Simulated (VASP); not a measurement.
A run of VASP 6.6.1 is set up as follows.

POSCAR

```
SrB3Pt
1.0
    4.5405600000      0.0000000000      0.0000000000
    0.0000000000      4.5405600000      0.0000000000
    0.0000000000      0.0000000000      4.5405600000
Sr B Pt
1 3 1
Direct
    0.0000000000      0.0000000000      0.0000000000
    0.5000000000      0.0000000000      0.0000000000
    0.0000000000      0.5000000000      0.0000000000
    0.0000000000      0.0000000000      0.5000000000
    0.5000000000      0.5000000000      0.5000000000
```

INCAR.step1

```
SYSTEM = SrB3Pt
  PREC = Accurate
  ENCUT = 520
  EDIFF = 1E-6
  ISMEAR = -1
  SIGMA = 0.05
  LREAL = .False.
  LASPH = .True.
  NELM = 100
  ALGO = Fast
  ISIF = 2
  LWAVE = .False.
  LCHARG = .True.
  LMAXMIX = 4
  GGA = CA
  NBANDS = 22
```

Contents of KPOINTS.step1:

```
Automatic mesh
0
Gamma
  5 5 5
  0 0 0
```

The input INCAR.step2:

```
SYSTEM = SrB3Pt
  PREC = Accurate
  ENCUT = 520
  EDIFF = 1E-6
  ISMEAR = 0
  SIGMA = 0.05
  LREAL = .False.
  LASPH = .True.
  NELM = 100
  ALGO = Fast
  ISIF = 2
  LWAVE = .False.
  LCHARG = .False.
  LMAXMIX = 4
  GGA = CA
  NBANDS = 22
  ICHARG = 11
```

The input KPOINTS.step2:

```
path GXMGRX,MR
10
line-mode
reciprocal
 0.0000000000  0.0000000000  0.0000000000  G
 0.0000000000  0.5000000000  0.0000000000  X

 0.0000000000  0.5000000000  0.0000000000  X
 0.5000000000  0.5000000000  0.0000000000  M

 0.5000000000  0.5000000000  0.0000000000  M
 0.0000000000  0.0000000000  0.0000000000  G

 0.0000000000  0.0000000000  0.0000000000  G
 0.5000000000  0.5000000000  0.5000000000  R

 0.5000000000  0.5000000000  0.5000000000  R
 0.0000000000  0.5000000000  0.0000000000  X

 0.5000000000  0.5000000000  0.0000000000  M
 0.5000000000  0.5000000000  0.5000000000  R
```

Potentials or basis: VASP PAW LDA potentials, release 64 (Sr_sv, B, Pt).

Launch:

```sh
$ cat potpaw_LDA.64/Sr_sv/POTCAR potpaw_LDA.64/B/POTCAR potpaw_LDA.64/Pt/POTCAR > POTCAR
$ cp INCAR.step1 INCAR
$ cp KPOINTS.step1 KPOINTS
$ mpirun -np 1 vasp_std > vasp.out
$ cp INCAR.step2 INCAR
$ cp KPOINTS.step2 KPOINTS
$ mpirun -np 1 vasp_std > vasp.out
```

Problem. Predict the band gap along the path.

Solution. None (metal or under the smearing width).

Levels at the corners of the path, in eV from the Fermi level:
```tsv
point	band 13	band 14	band 15	band 16	band 17	band 18
Γ	0.11	0.11	0.11	1.50	1.94	1.94
X	-0.68	-0.25	-0.25	-0.13	2.09	2.09
X	-0.68	-0.25	-0.25	-0.13	2.09	2.09
M	-1.11	-0.61	-0.25	0.88	0.88	1.21
M	-1.11	-0.61	-0.25	0.88	0.88	1.21
Γ	0.11	0.11	0.11	1.50	1.94	1.94
Γ	0.11	0.11	0.11	1.50	1.94	1.94
R	-0.79	-0.60	-0.60	-0.60	-0.57	-0.57
R	-0.79	-0.60	-0.60	-0.60	-0.57	-0.57
X	-0.68	-0.25	-0.25	-0.13	2.09	2.09
M	-1.11	-0.61	-0.25	0.88	0.88	1.21
R	-0.79	-0.60	-0.60	-0.60	-0.57	-0.57
```

Caveat: the log is that of the step along the path at fixed density, whose energy, stress, charges and moments have no meaning; spin-orbit coupling is left out, which moves the levels of the heavy elements.
